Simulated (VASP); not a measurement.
# BaIrO3: Ga into a neighbouring Ba vacancy, part 3 of 5

How hard is this move in BaIrO3: Ga into a neighbouring Ba vacancy? Both ends are relaxed first, then a band of images between them. The start is a cell from a database of measured crystal structures.

VASP 6.6.1, plane waves and PAW; the level of theory is named at each step.

So far. Step 2 (Relax the host): The run ended after 3 ionic steps, 0.247 eV below its first step, once forces and stress met EDIFFG = -0.02. Step 3 (Relax the host again, on a new basis): The start already met the threshold, so nothing moved.

## Step 6: Relax the end

Level of this step: LDA, no spin polarisation; plane waves and PAW (Ir, Ga, Ba_sv, O) (VASP).

The end state is relaxed in the same way, so that both ends share their errors.

File INCAR:

```
SYSTEM = Ba2GaIr4O12
PREC = Normal
ENCUT = 400
EDIFF = 1E-05
NELM = 120
ISMEAR = 1
SIGMA = 0.15
LREAL = Auto
ALGO = Fast
GGA = CA
NBANDS = 84
LORBIT = 11
LWAVE = .FALSE.
LCHARG = .FALSE.
KPAR = 3
IBRION = 2
NSW = 60
ISIF = 2
EDIFFG = -0.05
POTIM = 0.4
MAXMIX = 40
ISYM = 0
```

File POSCAR:

```
Ba2GaIr4O12
1.0
   -3.9927422025      3.9927422025      3.9927422025
    3.9927422025     -3.9927422025      3.9927422025
    3.9927422025      3.9927422025     -3.9927422025
Ir Ga Ba O
4 1 2 12
Direct
   -0.0039137222     -0.0008364250     -0.0031777968
    0.4982232843      0.4976755678      0.0008187196
    0.4993308732     -0.0039424601      0.4977264034
   -0.0022272108      0.4964603731      0.5024920846
    0.5023220135      0.4998919571      0.5037043090
    0.0025187961      0.4986040469     -0.0001466931
    0.4954241123     -0.0014675007      0.0013791708
    0.2508252365      0.2516663061     -0.0013921232
    0.7429221268      0.7474916231     -0.0035995722
    0.7500989837      0.2506099709      0.5039159905
    0.2522890982      0.7511705127      0.5011133320
    0.2504048779      0.0019570857      0.2528369671
    0.7470067903      0.4937143391      0.2519958582
    0.7465128005     -0.0039171181      0.7497353818
    0.2505288691      0.5029935777      0.7492023843
    0.0047285719      0.2527380969      0.2513613730
    0.4940140393      0.7471663859      0.2487657817
    0.4979967223      0.2526668869      0.7541126921
    0.0016548299      0.7524955264      0.7498819001
```

File KPOINTS:

```
Automatic mesh
0
Gamma
3 3 3
0 0 0
```

Potentials, in the order of the species: Ir, Ga, Ba_sv and O (LDA family, release 64).

The run is started by

```
$ mpirun -np 3 vasp_std
```

The log of the run:

```text
[... set-up lines as in an earlier step ...]
 entering main loop
       N       E                     dE             d eps       ncg     rms          rms(c)
DAV:   1     0.107093293457E+04    0.10709E+04   -0.55012E+04  2360   0.122E+03
DAV:   2    -0.216806624802E+02   -0.10926E+04   -0.10269E+04  2476   0.355E+02
DAV:   3    -0.163347508939E+03   -0.14167E+03   -0.13656E+03  3128   0.133E+02
DAV:   4    -0.169888712100E+03   -0.65412E+01   -0.64598E+01  3200   0.292E+01
[...]
RMM:  21    -0.137233663566E+03   -0.18180E-04   -0.20226E-04  1959   0.184E-02    0.393E-03
RMM:  22    -0.137233674196E+03   -0.10629E-04   -0.11749E-04  1884   0.143E-02    0.374E-03
RMM:  23    -0.137233682046E+03   -0.78501E-05   -0.85681E-05  1777   0.114E-02
   1 F= -.13723368E+03 E0= -.13721386E+03  d E =-.137234E+03
[... from here on, the cycles between the ionic steps are left out ...]
   2 F= -.13741077E+03 E0= -.13739052E+03  d E =-.177090E+00
   6 F= -.13772200E+03 E0= -.13772392E+03  d E =-.387492E-01
  11 F= -.13789496E+03 E0= -.13789193E+03  d E =-.172249E+00
  16 F= -.13826579E+03 E0= -.13826050E+03  d E =-.206518E+00
  21 F= -.13875062E+03 E0= -.13875103E+03  d E =-.411932E+00
  26 F= -.13947255E+03 E0= -.13947165E+03  d E =-.114176E+00
  31 F= -.13964362E+03 E0= -.13964364E+03  d E =-.505737E-01
  36 F= -.13982973E+03 E0= -.13982900E+03  d E =-.397385E-01
  41 F= -.13996111E+03 E0= -.13995693E+03  d E =-.546769E-01
  46 F= -.14006059E+03 E0= -.14005500E+03  d E =-.933396E-01
  51 F= -.14016588E+03 E0= -.14016169E+03  d E =-.339237E-01
  56 F= -.14024351E+03 E0= -.14024186E+03  d E =-.187800E-01
  59 F= -.14025974E+03 E0= -.14025912E+03  d E =-.138828E-01
  60 F= -.14026883E+03 E0= -.14026874E+03  d E =-.908906E-02
 trial-energy change:   -0.009089  1 .order   -0.009080   -0.013136   -0.005024
 step:   2.3607(harm=  2.3607)  dis= 0.02379  next Energy=  -140.270375 (dE=-0.106E-01)
```

Elapsed: 23 min, on 3 MPI ranks of AMD EPYC 9R45, shared host; peak memory 0.82 GiB.

From OUTCAR (step 6):

```text
 k-point     1 :       0.0000    0.0000    0.0000
  band No.  band energies     occupation
    ...
     62       3.1151      2.00034
     63       3.3027      2.04233
     64       3.5469      1.02266
     65       3.5526      0.95841
     66       3.5880      0.57526
     67       3.6187      0.29962
     68       3.6403      0.15197
     69       4.1605     -0.00000
     70       4.3932     -0.00000
     71       4.6323     -0.00000
    ...

  Total      -19.5618506    -19.5323754    -24.5901351      0.0594713      0.0967023     -0.0078110
  in kB     -123.0967873   -122.9113088   -154.7382548      0.3742347      0.6085182     -0.0491523
  external PRESSURE =    -133.5821170 kB  Pullay stress =       0.0000000 kB

 POSITION                                       TOTAL-FORCE (eV/Angst)
 -----------------------------------------------------------------------------------
      3.91380      3.90839      4.01606        -0.046428      0.018008     -0.027625
      0.09104      0.08485      4.01531         0.025180     -0.027603      0.010191
      3.91345      0.08730      4.01433        -0.007844     -0.032357      0.030929
      0.09480      3.90997      4.00810        -0.062881     -0.037135      0.135971
      2.00840      1.99525      0.50590        -0.009084      0.031121     -0.134492
      1.99859     -1.98896      2.11164         0.046664     -0.015392     -0.015964
     -1.99345      1.99694      2.10964        -0.000088      0.009218      0.055309
      0.26137      0.30377      2.02919         0.065139     -0.040616      0.042911
      3.72027      3.68100      2.02599         0.038027      0.084425      0.059081
      0.26229      3.68801      2.02783         0.065134      0.052215     -0.009837
      3.71484      0.31828      2.02892         0.070248     -0.091242      0.008029
      0.16608      1.99594     -0.05049        -0.041756      0.011495     -0.059534
     -0.16011      1.99489      4.26599        -0.014083      0.093836     -0.017316
      0.15353      5.99047      0.29280         0.031535      0.002895     -0.047272
[...]
-----------------------------------------------------------------------------------
    total drift:                               -0.015200      0.001311     -0.002874

  FREE ENERGIE OF THE ION-ELECTRON SYSTEM (eV)
  ---------------------------------------------------
  free  energy   TOTEN  =      -140.2688283568 eV

  energy  without entropy=     -140.2685514786  energy(sigma->0) =     -140.26873606

[... 5 parts as in an earlier step ...]

[... 11 further parts left out ...]
[key lines of the parts left out:]
E-fermi :   3.5489
```

Step by step (22 of 60):

| step | energy less that of the first step (eV) | largest force (eV/Å) |
| --- | --- | --- |
| 1 | 0.0000 | 0.8582 |
| 4 | -0.3540 | 0.5027 |
| 7 | -0.4890 | 0.3273 |
| 9 | -0.6243 | 0.6038 |
| 12 | -0.6888 | 0.8225 |
| 15 | -0.8855 | 0.8716 |
| 18 | -1.1050 | 1.0796 |
| 21 | -1.5169 | 1.4891 |
| 23 | -1.8016 | 1.3253 |
| 26 | -2.2389 | 0.5648 |
| 29 | -2.3594 | 0.4516 |
| 32 | -2.4486 | 0.4550 |
| 35 | -2.5563 | 0.5573 |
| 38 | -2.6379 | 0.4411 |
| 40 | -2.6956 | 0.3760 |
| 43 | -2.7336 | 0.5750 |
| 46 | -2.8269 | 0.6743 |
| 49 | -2.8841 | 0.4328 |
| 52 | -2.9629 | 0.2473 |
| 54 | -2.9880 | 0.2789 |
| 57 | -3.0122 | 0.2628 |
| 60 | -3.0351 | 0.1543 |

The atoms that moved most (Å):

| atom | dx | dy | dz | length |
| --- | --- | --- | --- | --- |
| Ga5 | 0.007 | -0.026 | -1.485 | 1.485 |
| O11 | -0.278 | 0.309 | 0.023 | 0.416 |
| O8 | 0.264 | 0.313 | 0.017 | 0.409 |
| O10 | 0.245 | -0.318 | 0.044 | 0.404 |
| O9 | -0.276 | -0.279 | 0.054 | 0.396 |
| O14 | 0.156 | 0.001 | 0.321 | 0.357 |
| O13 | -0.155 | -0.023 | 0.318 | 0.355 |
| O17 | 0.001 | -0.169 | 0.268 | 0.317 |

The relaxed structure:

```xyz
19
Lattice="-3.9927 3.9927 3.9927 3.9927 -3.9927 3.9927 3.9927 3.9927 -3.9927" Properties=species:S:1:pos:R:3 pbc="T T T"
Ir   -0.0789   -0.0844    0.0233
Ir    0.0910    0.0849    4.0153
Ir   -0.0793    4.0800    0.0216
Ir    4.0875   -0.0828    0.0154
Ga    2.0084    1.9952    0.5059
Ba    1.9986   -1.9890    2.1116
Ba   -1.9934    1.9969    2.1096
O     0.2614    0.3038    2.0292
O    -0.2725   -0.3117    6.0187
O     0.2623    3.6880    2.0278
O     3.7148    0.3183    2.0289
O     0.1661    1.9959   -0.0505
O    -0.1601    1.9949    4.2660
O     0.1535    5.9905    0.2928
O     3.8489    1.9968   -0.0560
O     2.0057    0.1393   -0.0304
O     2.0050   -0.1861    4.2309
O     2.0055    3.8539   -0.0347
O     5.9971    0.1853    0.2486
```

The run used up its steps with a largest force of 0.15 eV/Å at its last finished step, so it is continued.

[end of part 3 of 5]

[Lines on the potential files, build, host, timing and source positions are cut from VASP's logs without a mark.]

[Logs are printed without paths, hosts, clocks, repeated set-up lines and the standing remarks that a program may print on its own settings, such as how far it seeks lower states.]

[Hosts, paths, dates, database ids (printed as entryN), source tags and the programs' standing remarks are cut or masked in the printed files.]

[Runs that stopped without an error message from VASP are left out.]
